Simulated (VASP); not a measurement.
# LiMg (Cmmm) in VASP: single point with LDA

Aim: the single point of LiMg with LDA.

All numbers are computed with VASP 6.6.1; they aren't measurements. Logs are shortened: lines on timing, memory, paths and dates and some standing lists are left out, and cuts for length are marked.

## 1. The crystal as given

It takes space group Cmmm (No. 65, orthorhombic). Conventional cell: a = 3.449 Å, b = 4.924 Å, c = 4.888 Å, α = 90.00°, β = 90.00°, γ = 90.00°. Around Li (site symmetry mmm) lie 4 Mg at 2.99 Å and 4 Li at 3.01 Å. Mg (site symmetry mmm) has 4 Li at 2.99 Å and 4 Mg at 3.01 Å as nearest neighbours.

The cell comes from a database or a generator and needn't be the stable form of this composition.

## 2. Single point, LDA

Contents of INCAR:

```
SYSTEM = LiMg
PREC     = Accurate       ! precision mode
ENCUT    = 520            ! plane-wave cutoff, eV
EDIFF    = 1E-7           ! SCF threshold, eV
ISMEAR   = 1              ! smearing method
SIGMA    = 0.1            ! smearing width, eV
LREAL    = .FALSE.        ! projectors in reciprocal space
LASPH    = .TRUE.         ! aspherical terms in the spheres
NELM     = 100            ! most SCF steps
ALGO     = Normal         ! electronic algorithm
ISIF     = 2              ! what is computed and relaxed
LWAVE    = .FALSE.        ! write WAVECAR
LCHARG   = .FALSE.        ! write CHGCAR
NBANDS   = 10             ! bands
```

Contents of KPOINTS:

```
Automatic mesh
0
G
  9 9 5
  0 0 0
```

Contents of POSCAR:

```
LiMg
1.0
    1.7246200000     -2.4619500000      0.0000000000
    1.7246200000      2.4619500000      0.0000000000
    0.0000000000      0.0000000000      4.8884100000
Li Mg
1 1
Direct
    0.0000000000      0.0000000000      0.0000000000
    0.5000000000      0.5000000000      0.5000000000
```

Potentials or basis: VASP PAW LDA potentials, release 64 (Li_sv, Mg).

On the command line:

```
> cat potpaw_LDA.64/Li_sv/POTCAR potpaw_LDA.64/Mg/POTCAR > POTCAR
> mpirun -np 1 vasp_std > vasp.out
```

OUTCAR:

```text
SYSTEM = LiMg
   PREC = Accurate
   ENCUT = 520
   EDIFF = 1E-7
   ISMEAR = 1
   LREAL = .FALSE.
   LASPH = .TRUE.
   NELM = 100
   ISIF = 2

 ion  position               nearest neighbor table
   1  0.000  0.000  0.000-   2 2.99   2 2.99   2 2.99   2 2.99
   2  0.500  0.500  0.500-   1 2.99   1 2.99   1 2.99   1 2.99

  LATTYP: Found a base centered orthorhombic cell.
 ALAT       =     3.4492400000
 B/A-ratio  =     1.4275318621
 C/A-ratio  =     1.4172426390

  Lattice vectors:

 A1 = (   1.7246200000,  -2.4619500000,   0.0000000000)
 A2 = (   1.7246200000,   2.4619500000,   0.0000000000)
 A3 = (   0.0000000000,   0.0000000000,   4.8884100000)

Analysis of symmetry for initial positions (statically):
=====================================================================
 Subroutine PRICEL returns:
 Original cell was already a primitive cell.

 Routine SETGRP: Setting up the symmetry group for a
 base centered orthorhombic supercell.

 Subroutine GETGRP returns: Found  8 space group operations
 (whereof  8 operations were pure point group operations)
 out of a pool of  8 trial point group operations.

The static configuration has the point symmetry D_2h.

Analysis of symmetry for dynamics (positions and initial velocities):
=====================================================================
 Subroutine PRICEL returns:
 Original cell was already a primitive cell.

 Routine SETGRP: Setting up the symmetry group for a
 base centered orthorhombic supercell.

 Subroutine GETGRP returns: Found  8 space group operations
 (whereof  8 operations were pure point group operations)
 out of a pool of  8 trial point group operations.

The dynamic configuration has the point symmetry D_2h.

 Subroutine INISYM returns: Found  8 space group operations
 (whereof  8 operations are pure point group operations),
 and found     1 'primitive' translations

----------------------------------------------------------------------------------------

                                     Primitive cell

  volume of cell :      41.5117

  direct lattice vectors                    reciprocal lattice vectors
     1.724620000 -2.461950000  0.000000000     0.289918939 -0.203091046  0.000000000
     1.724620000  2.461950000  0.000000000     0.289918939  0.203091046  0.000000000
     0.000000000  0.000000000  4.888410000     0.000000000  0.000000000  0.204565493

  length of vectors
     3.005912831  3.005912831  4.888410000     0.353975937  0.353975937  0.204565493

  position of ions in fractional coordinates (direct lattice)
     0.000000000  0.000000000  0.000000000
     0.500000000  0.500000000  0.500000000

  ion indices of the primitive-cell ions
   primitive index   ion index
                 1           1
                 2           2

----------------------------------------------------------------------------------------

 KPOINTS: Automatic mesh

Automatic generation of k-mesh.
 Grid dimensions read from file:
 generate k-points for:    9    9    5

 Generating k-lattice:

  Cartesian coordinates                     Fractional coordinates (reciprocal lattice)
     0.032213215 -0.022565672  0.000000000     0.111111111 -0.000000000  0.000000000
     0.032213215  0.022565672  0.000000000    -0.000000000  0.111111111  0.000000000
     0.000000000  0.000000000  0.040913099     0.000000000  0.000000000  0.200000000

  Length of vectors
     0.039330660  0.039330660  0.040913099

  Shift w.r.t. Gamma in fractional coordinates (k-lattice)
     0.000000000  0.000000000  0.000000000

 Subroutine IBZKPT returns following result:
 ===========================================

 Found     75 irreducible k-points:

 Following reciprocal coordinates:
            Coordinates               Weight
  0.000000  0.000000  0.000000      1.000000
  0.111111  0.000000  0.000000      4.000000
  0.222222  0.000000  0.000000      4.000000
  0.333333 -0.000000  0.000000      4.000000
  0.444444  0.000000  0.000000      4.000000
  0.111111  0.111111  0.000000      2.000000
[... 16 lines left out ...]
 -0.333333  0.333333  0.000000      2.000000
  0.444444  0.444444  0.000000      2.000000
 [... further k-points ...]
   k-points           NKPTS =     75   k-points in BZ     NKDIM =     75   number of bands    NBANDS=     10
   number of dos      NEDOS =    301   number of ions     NIONS =      2
   total plane-waves  NPLWV =  20736
   dimension x,y,z NGX =    24 NGY =   24 NGZ =   36
   dimension x,y,z NGXF=    48 NGYF=   48 NGZF=   72
   ions per type =               1   1
   NGX,Y,Z   is equivalent  to a cutoff of  13.27, 13.27, 12.24 a.u.
   NGXF,Y,Z  is equivalent  to a cutoff of  26.55, 26.55, 24.49 a.u.
 SYSTEM =  LiMg
   PREC   = accura    normal or accurate (medium, high low for compatibility)
   ISTART =      0    job   : 0-new  1-cont  2-samecut
   ICHARG =      2    charge: 1-file 2-atom 10-const
   ISPIN  =      1    spin polarized calculation?
   LNONCOLLINEAR =      F non collinear calculations
   LSORBIT =      F    spin-orbit coupling
   LASPH  =      T    aspherical Exc in radial PAW
   ENCUT  =  520.0 eV  38.22 Ry    6.18 a.u.   5.59  5.59  9.09*2*pi/ulx,y,z
   NELM   =    100;   NELMIN=  2; NELMDL= -5     # of ELM steps
   EDIFF  = 0.1E-06   stopping-criterion for ELM
   LREAL  =      F    real-space projection
   EDIFFG = 0.1E-05   stopping-criterion for IOM
   NSW    =      0    number of steps for IOM
   IBRION =     -1    ionic relax: 0-MD 1-quasi-New 2-CG
   NFREE  =      0    steps in history (QN), initial steepest desc. (CG)
   ISIF   =      2    stress and relaxation
   ISYM   =      2    0-nonsym 1-usesym 2-fastsym
   POTIM  = 0.5000    time-step for ionic-motion
   TEBEG  =    0.0;   TEEND  =   0.0 temperature during run
   PSTRESS=    0.0 pullay stress
   NELECT =       5.0000    total number of electrons
   NUPDOWN=      -1.0000    fix difference up-down
   EMIN   =  10.00;   EMAX   =-10.00  energy-range for DOS
   EFERMI =   0.00;   METHOD = LEGACY
   ISMEAR =     1;   SIGMA  =   0.10  broadening in eV -4-tet -1-fermi 0-gaus
   EFERMI_NEDOS =   21; number of points for ismear=-14 and -15
   IALGO  =     38    algorithm
   IMIX   =      4    mixing-type and parameters
     AMIX     =   0.40;   BMIX     =  1.00
     AMIX_MAG =   1.60;   BMIX_MAG =  1.00
  volume/ion in A,a.u.               =      20.76       140.07
  Fermi-wavevector in a.u.,A,eV,Ry     =   0.808490  1.527825  8.893535  0.653656
  Thomas-Fermi vector in A             =   1.917305
   LORBIT       =      0    0 simple, 1 ext, 2 COOP (PROOUT), +10 PAW based schemes
   GGA     = CA    functional components
   LHFCALC =     F    Hartree Fock is set to
   AEXX    =    0.0000 exact exchange contribution
   IVDW    =     0    specifies the selected vdW correction
   LEPSILON=     F    determine dielectric tensor
   LRPA    =     F    only Hartree local field effects (RPA)
 non-spin polarized calculation
 Methfessel and Paxton  Order N= 1 SIGMA  =   0.10
  energy-cutoff  :      520.00
  volume of cell :       41.51
 maximum number of plane-waves:      1140
   NGX = 11   NGY = 11   NGZ = 19

 number of electron       5.0000002 magnetization

 Free energy of the ion-electron system (eV)
  ---------------------------------------------------
  ext. energy  EPLUGINS =         0.00000000
  ---------------------------------------------------
  free energy    TOTEN  =        -3.94698546 eV

  energy without entropy =       -3.94684124  energy(sigma->0) =       -3.94693738

 E-fermi :   1.5732     XC(G=0):  -8.0976

 val. band max:        1.5035017936   @ k =  -0.3333   0.1111   0.2000
 cond. band min:       1.5908447582   @ k =   0.4444   0.3333   0.4000
 fundamental gap:      0.0873429646
 Fermi energy:         1.5731617220

 k-point     1 :       0.0000    0.0000    0.0000
  band No.  band energies     occupation
      1     -43.8063      2.00000
      2      -4.0604      2.00000
      3       1.0654      2.00000
      4       3.1744     -0.00000
      5      11.7256      0.00000
      6      12.2114      0.00000
      7      13.0083      0.00000
      8      15.7229      0.00000
      9      16.7206      0.00000
     10      16.7464      0.00000

 k-point     2 :       0.1111    0.0000    0.0000
  band No.  band energies     occupation
      1     -43.8052      2.00000
      2      -3.8427      2.00000
      3       1.2837      2.00033
      4       3.2972     -0.00000
      5       9.4984      0.00000
      6      11.7413      0.00000
      7      14.2561      0.00000
      8      14.7793      0.00000
      9      15.0962      0.00000
     10      15.8342      0.00000

 k-point     3 :       0.2222    0.0000    0.0000
  band No.  band energies     occupation
      1     -43.8023      2.00000
      2      -3.1939      2.00000
      3       1.9381     -0.00000
      4       3.5650     -0.00000
      5       6.8074      0.00000
      6      11.3165      0.00000
      7      11.7667      0.00000
      8      12.4218      0.00000
      9      14.0081      0.00000
     10      16.2210      0.00000

 k-point     4 :       0.3333   -0.0000    0.0000
  band No.  band energies     occupation
      1     -43.7989      2.00000
      2      -2.1285      2.00000
      3       3.0254     -0.00000
      4       3.0363     -0.00000
      5       5.4769      0.00000
      6       8.9828      0.00000
      7      10.2229      0.00000
      8      11.1334      0.00000
      9      12.9165      0.00000
     10      16.4103      0.00000
[... 222 lines left out ...]
 k-point    22 :      -0.4444    0.3333    0.0000
  band No.  band energies     occupation
      1     -43.7920      2.00000
      2      -0.4927      2.00000
      3       4.6201      0.00000
      4       4.7131      0.00000
      5       4.8821      0.00000
      6       6.2935      0.00000
      7       9.9939      0.00000
      8      10.1033      0.00000
      9      10.8312      0.00000
     10      11.2221      0.00000

 k-point    23 :      -0.3333    0.3333    0.0000
  band No.  band energies     occupation
      1     -43.7940      2.00000
      2      -1.5163      2.00000
      3       3.6462      0.00000
      4       4.8588      0.00000
      5       6.2158      0.00000
      6       7.2037      0.00000
      7       9.2734      0.00000
      8      11.4949      0.00000
      9      12.4160      0.00000
     10      13.4640      0.00000

 k-point    24 :       0.4444    0.4444    0.0000
  band No.  band energies     occupation
      1     -43.7902      2.00000
      2       1.1112      2.00000
      3       2.5876     -0.00000
      4       4.8145      0.00000
      5       6.5487      0.00000
      6       6.6810      0.00000
      7       7.6058      0.00000
      8       9.3390      0.00000
      9      10.5281      0.00000
     10      10.7760      0.00000

 [... further k-points ...]
[... 5 lines left out ...]
  --------------------------------------------------------------------------------------
  -------------------------------------------------------------------------------------
  Total       -0.2867063     -0.2425477     -0.5652407      0.0000000      0.0000000      0.0000000
  in kB      -11.0656641     -9.3613299    -21.8159308      0.0000000      0.0000000      0.0000000
  external PRESSURE =     -14.0809749 kB  Pullay stress =       0.0000000 kB

 VOLUME and BASIS-vectors are now :
 -----------------------------------------------------------------------------
  energy-cutoff  :      520.00
  volume of cell :       41.51
      direct lattice vectors                 reciprocal lattice vectors
     1.724620000 -2.461950000  0.000000000     0.289918939 -0.203091046  0.000000000
     1.724620000  2.461950000  0.000000000     0.289918939  0.203091046  0.000000000
     0.000000000  0.000000000  4.888410000     0.000000000  0.000000000  0.204565493

 POSITION                                       TOTAL-FORCE (eV/Angst)
 -----------------------------------------------------------------------------------
      0.00000      0.00000      0.00000         0.000000      0.000000      0.000000
      1.72462      0.00000      2.44421         0.000000      0.000000      0.000000
 -----------------------------------------------------------------------------------
    total drift:                                0.000000     -0.000000      0.000000

  FREE ENERGIE OF THE ION-ELECTRON SYSTEM (eV)
  ---------------------------------------------------
  free  energy   TOTEN  =        -3.9469854553 eV

  energy  without entropy=       -3.9468412426  energy(sigma->0) =       -3.94693738
```

Run time: 18 s. Hardware: 1 thread of AMD EPYC 7R13 (Zen 3), shared host; peak memory 0.12 GiB.

What came out:

```yaml
Free_energy: -3.9470 eV
Band_gap_on_the_k_mesh: none (metal or under the smearing width)
```

Levels at points of the mesh, in eV from the Fermi level:
```csv
k point,band 1,band 2,band 3,band 4,band 5,band 6
"(0.00, 0.00, 0.00)",-45.38,-5.63,-0.51,1.60,10.15,10.64
```

Caveat: the cutoff is under 1.25 times the usual one of these potentials, so pressure, stress and relaxed cells hold a basis-set (Pulay) error.
